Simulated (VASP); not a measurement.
Given:

```
CELL_PARAMETERS angstrom
      0.00000     2.12345     2.12345
      2.12345     0.00000     2.12345
      2.12345     2.12345     0.00000
ATOMIC_POSITIONS crystal
  Mg 0.00000 0.00000 0.00000
  O  0.50000 0.50000 0.50000
```

These are PBE0 hybrid, VASP's PBE PAW potentials (set 64) (plane waves; VASP) values and carry that method's errors. Run with 520 eV cut-off, 8×8×8 Γ-centred mesh, Gaussian smearing of 0.050 eV, potentials Mg O.

Question: Give the stress tensor in GPa (positive for a compressed cell).

Answer: 
```
-5.38   0.00   0.00
 0.00  -5.38   0.00
 0.00   0.00  -5.38
```
The pressure is its mean diagonal, -5.38 GPa.

The compound is MgO in the rock salt structure. It was relaxed first. The cell's shape comes from a PBE relaxation.
